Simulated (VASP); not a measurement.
OSZICAR of a VASP run on LiCl (rock salt):

OSZICAR:
```
...
DAV: 197     0.450447567552E+02    0.14526E+02   -0.12718E+02   365   0.835E+01    0.204E+02
DAV: 198     0.454648082938E+02    0.42005E+00   -0.24523E+02   294   0.184E+02    0.160E+02
DAV: 199     0.475384403930E+02    0.20736E+01   -0.44384E+01   289   0.703E+01    0.968E+01
DAV: 200     0.493964433868E+02    0.18580E+01   -0.28199E+01   297   0.642E+01    0.445E+01
DAV: 201     0.467944400668E+02   -0.26020E+01   -0.18688E+01   311   0.517E+01    0.114E+02
DAV: 202     0.496908737489E+02    0.28964E+01   -0.23958E+01   292   0.674E+01    0.572E+01
DAV: 203     0.488965756846E+02   -0.79430E+00   -0.20189E+00   295   0.199E+01    0.902E+01
DAV: 204     0.491563750241E+02    0.25980E+00   -0.12435E+01   289   0.502E+01    0.333E+01
DAV: 205     0.479955836829E+02   -0.11608E+01   -0.10004E+01   293   0.514E+01    0.109E+02
DAV: 206     0.499950082789E+02    0.19994E+01   -0.24639E+01   288   0.690E+01    0.565E+01
DAV: 207     0.489074170476E+02   -0.10876E+01   -0.38977E+00   304   0.220E+01    0.934E+01
DAV: 208     0.497031605011E+02    0.79574E+00   -0.94193E+00   295   0.433E+01    0.146E+01
DAV: 209     0.497669356546E+02    0.63775E-01   -0.75918E-01   290   0.128E+01    0.300E+01
DAV: 210     0.479978386157E+02   -0.17691E+01   -0.11749E+01   289   0.549E+01    0.119E+02
DAV: 211     0.505315506064E+02    0.25337E+01   -0.24960E+01   288   0.696E+01    0.479E+01
DAV: 212     0.496759804062E+02   -0.85557E+00   -0.31741E+00   320   0.205E+01    0.821E+01
DAV: 213     0.493977896389E+02   -0.27819E+00   -0.28553E+01   293   0.814E+01    0.893E+01
DAV: 214     0.501358885715E+02    0.73810E+00   -0.23552E+01   288   0.647E+01    0.883E+01
DAV: 215     0.496470470688E+02   -0.48884E+00   -0.22762E+01   295   0.670E+01    0.701E+01
DAV: 216     0.499070119988E+02    0.25996E+00   -0.21653E+01   293   0.610E+01    0.105E+02
DAV: 217     0.501990271340E+02    0.29202E+00   -0.54653E+00   295   0.300E+01    0.164E+01
DAV: 218     0.501160243229E+02   -0.83003E-01   -0.59879E-01   288   0.913E+00    0.429E+01
DAV: 219     0.498135053135E+02   -0.30252E+00   -0.11656E+00   293   0.138E+01    0.719E+01
DAV: 220     0.489916060768E+02   -0.82190E+00   -0.18459E+00   295   0.175E+01    0.104E+02
DAV: 221     0.495474953698E+02    0.55589E+00   -0.10302E+01   288   0.425E+01    0.346E+00
DAV: 222     0.496433279694E+02    0.95833E-01   -0.20648E-01   297   0.628E+00    0.822E+00
DAV: 223     0.494645312427E+02   -0.17880E+00   -0.15218E+00   288   0.183E+01    0.432E+01
DAV: 224     0.119626973532E+02   -0.37502E+02   -0.30136E+02   288   0.339E+02    0.144E+02
DAV: 225     0.465637085165E+02    0.34601E+02   -0.31988E+02   291   0.204E+02    0.464E+01
DAV: 226     0.481045834510E+02    0.15409E+01   -0.16948E+02   356   0.859E+01    0.177E+01
DAV: 227     0.502491404015E+02    0.21446E+01   -0.27882E+01   348   0.472E+01    0.833E+01
DAV: 228     0.504849569037E+02    0.23582E+00   -0.23909E+01   288   0.625E+01    0.547E+01
DAV: 229     0.491083942451E+02   -0.13766E+01   -0.13786E+01   312   0.421E+01    0.117E+02
DAV: 230     0.510319503604E+02    0.19236E+01   -0.25860E+01   295   0.674E+01    0.622E+01
DAV: 231     0.320220657277E+02   -0.19010E+02   -0.26253E+02   288   0.306E+02    0.251E+02
DAV: 232    -0.779669173963E+03   -0.81169E+03   -0.47398E+03   369   0.207E+03    0.352E+02
DAV: 233    -0.383225503611E+02    0.74135E+03   -0.37602E+03   288   0.558E+02    0.131E+02
DAV: 234     0.350090972728E+02    0.73332E+02   -0.21868E+03   408   0.241E+02    0.523E+01
DAV: 235     0.505360631377E+02    0.15527E+02   -0.11800E+02   400   0.813E+01    0.117E+02
DAV: 236     0.442118768011E+02   -0.63242E+01   -0.90382E+01   323   0.742E+01    0.153E+02
DAV: 237     0.486147981001E+02    0.44029E+01   -0.91131E+01   288   0.132E+02    0.146E+02
DAV: 238     0.456684689820E+02   -0.29463E+01   -0.40461E+01   302   0.107E+02    0.226E+02
DAV: 239     0.462716606804E+02    0.60319E+00   -0.15710E+02   288   0.161E+02    0.181E+02
DAV: 240     0.481811971542E+02    0.19095E+01   -0.48262E+01   298   0.767E+01    0.179E+01
DAV: 241     0.495661305694E+02    0.13849E+01   -0.90117E+00   323   0.264E+01    0.733E+01
DAV: 242     0.495678145350E+02    0.16840E-02   -0.18567E+01   290   0.604E+01    0.679E+01
DAV: 243     0.436648818920E+02   -0.59029E+01   -0.40808E+01   293   0.104E+02    0.195E+02
DAV: 244     0.504021733772E+02    0.67373E+01   -0.20419E+01   294   0.549E+01    0.952E+01
DAV: 245     0.301932755600E+02   -0.20209E+02   -0.13481E+02   291   0.209E+02    0.284E+02
DAV: 246     0.482523553518E+02    0.18059E+02   -0.27749E+02   289   0.207E+02    0.177E+02
DAV: 247     0.442582155982E+02   -0.39941E+01   -0.64923E+01   328   0.582E+01    0.209E+02
DAV: 248     0.498763894035E+02    0.56182E+01   -0.11320E+02   291   0.150E+02    0.965E+01
DAV: 249     0.498752322797E+02   -0.11571E-02   -0.24897E+01   292   0.619E+01    0.112E+02
DAV: 250     0.496132713032E+02   -0.26196E+00   -0.77171E+00   328   0.298E+01    0.298E+01
DAV: 251     0.497596976292E+02    0.14643E+00   -0.16281E+00   327   0.134E+01    0.604E+01
DAV: 252     0.493981948666E+02   -0.36150E+00   -0.21514E+00   296   0.166E+01    0.919E+01
DAV: 253     0.297153031593E+02   -0.19683E+02   -0.29273E+02   288   0.319E+02    0.190E+02
DAV: 254     0.491222682978E+02    0.19407E+02   -0.19044E+02   294   0.169E+02    0.662E+01
DAV: 255     0.482756317725E+02   -0.84664E+00   -0.76355E+01   327   0.760E+01    0.851E+01
DAV: 256    -0.179267159056E+03   -0.22754E+03   -0.19767E+03   427   0.112E+03    0.267E+02
DAV: 257     0.570425087714E+01    0.18497E+03   -0.19148E+03   288   0.425E+02    0.512E+01
DAV: 258     0.332586257676E+02    0.27554E+02   -0.13813E+03   400   0.214E+02    0.106E+02
DAV: 259     0.485865328090E+02    0.15328E+02   -0.25568E+02   387   0.255E+02    0.182E+02
DAV: 260     0.445156225722E+02   -0.40709E+01   -0.14803E+02   291   0.147E+02    0.189E+02
DAV: 261     0.457509933685E+02    0.12354E+01   -0.18455E+02   288   0.196E+02    0.202E+02
DAV: 262     0.504741344591E+02    0.47231E+01   -0.38313E+01   306   0.691E+01    0.497E+01
DAV: 263     0.490299210638E+02   -0.14442E+01   -0.97647E+00   326   0.306E+01    0.700E+01
DAV: 264     0.468330782444E+02   -0.21968E+01   -0.52899E+01   288   0.110E+02    0.142E+02
DAV: 265     0.506212594616E+02    0.37882E+01   -0.28614E+01   297   0.668E+01    0.356E+01
DAV: 266     0.495202685872E+02   -0.11010E+01   -0.60384E+00   328   0.234E+01    0.560E+01
DAV: 267    -0.127414599461E+04   -0.13237E+04   -0.14170E+04   373   0.498E+03    0.310E+02
DAV: 268    -0.287448057838E+02    0.12454E+04   -0.34630E+03   288   0.526E+02    0.203E+02
DAV: 269     0.315434542438E+02    0.60288E+02   -0.19850E+03   407   0.234E+02    0.920E+01
DAV: 270     0.476479167563E+02    0.16104E+02   -0.13407E+02   383   0.832E+01    0.188E+02
DAV: 271     0.470267441393E+02   -0.62117E+00   -0.16847E+02   297   0.155E+02    0.140E+02
DAV: 272     0.415899629588E+02   -0.54368E+01   -0.59474E+01   292   0.119E+02    0.228E+02
DAV: 273     0.464563547880E+02    0.48664E+01   -0.20154E+02   297   0.170E+02    0.195E+02
DAV: 274     0.469509659847E+02    0.49461E+00   -0.10656E+02   306   0.110E+02    0.563E+01
DAV: 275     0.496107289534E+02    0.26598E+01   -0.13319E+01   313   0.313E+01    0.237E+01
DAV: 276     0.502569532531E+02    0.64622E+00   -0.94422E+00   315   0.249E+01    0.421E+01
DAV: 277     0.484709728794E+02   -0.17860E+01   -0.11001E+01   319   0.330E+01    0.978E+01
DAV: 278    -0.461004189326E+01   -0.53081E+02   -0.40217E+02   356   0.415E+02    0.207E+02
DAV: 279     0.414835038060E+02    0.46094E+02   -0.61169E+02   290   0.301E+02    0.927E+01
DAV: 280     0.408637777109E+02   -0.61973E+00   -0.38856E+02   361   0.128E+02    0.165E+02
DAV: 281    -0.521350539122E+02   -0.92999E+02   -0.18200E+03   416   0.107E+03    0.226E+02
DAV: 282     0.307199956532E+02    0.82855E+02   -0.88245E+02   288   0.289E+02    0.155E+02
DAV: 283     0.419408873586E+02    0.11221E+02   -0.72646E+02   377   0.169E+02    0.559E+01
DAV: 284     0.483064562384E+02    0.63656E+01   -0.74378E+01   383   0.844E+01    0.203E+02
DAV: 285     0.450406826873E+02   -0.32658E+01   -0.31058E+01   288   0.500E+01    0.216E+02
DAV: 286     0.462321213212E+02    0.11914E+01   -0.14728E+02   296   0.160E+02    0.130E+02
DAV: 287     0.490705524466E+02    0.28384E+01   -0.31097E+01   312   0.641E+01    0.105E+02
DAV: 288     0.490880256292E+02    0.17473E-01   -0.21025E+01   288   0.632E+01    0.473E+01
DAV: 289     0.365516197546E+02   -0.12536E+02   -0.92228E+01   292   0.165E+02    0.204E+02
DAV: 290     0.156012100744E+02   -0.20950E+02   -0.72379E+01   385   0.172E+02    0.191E+02
DAV: 291     0.466074994305E+02    0.31006E+02   -0.39615E+02   288   0.248E+02    0.126E+02
DAV: 292     0.420230416479E+02   -0.45845E+01   -0.14543E+02   334   0.804E+01    0.202E+02
DAV: 293     0.509443896834E+02    0.89213E+01   -0.79200E+01   320   0.120E+02    0.301E+01
DAV: 294     0.503379609795E+02   -0.60643E+00   -0.10882E+01   289   0.294E+01    0.199E+01
DAV: 295     0.498184755421E+02   -0.51949E+00   -0.39674E+00   337   0.156E+01    0.193E+01
DAV: 296     0.505416644787E+02    0.72319E+00   -0.16621E+00   329   0.108E+01    0.318E+01
DAV: 297     0.502821350879E+02   -0.25953E+00   -0.11266E+00   292   0.130E+01    0.531E+01
DAV: 298     0.495035673869E+02   -0.77857E+00   -0.20631E+00   305   0.185E+01    0.891E+01
DAV: 299     0.497842377484E+02    0.28067E+00   -0.14678E+01   292   0.554E+01    0.434E+01
DAV: 300     0.442250711135E+02   -0.55592E+01   -0.41354E+01   293   0.112E+02
   1 F= 0.44225071E+02 E0= 0.44225071E+02  d E =-.713159E-12
       N       E                     dE             ncg
       N       E                     dE             ncg
       N       E                     dE             ncg
       N       E                     dE             ncg
       N       E                     dE             ncg
```

**Question.** Which electronic solver shows in the log?

**Answer.** It is blocked Davidson (ALGO = Normal, or the opening steps of other solvers). The INCAR had ALGO = Normal.

**Question.** Can the final energy be trusted as converged?

**Answer.** The run did not converge; its last values are not results. It stopped with EDIFF = 1E-6, NELM = 300 (modified Becke-Johnson potential (mBJ), plane waves, VASP's PBE PAW potentials (set 64)). mBJ is a potential without an energy functional, so only the levels count.

The compound is LiCl in the rock salt structure. The cell was not relaxed at this level. The cell's shape comes from a PBE relaxation.
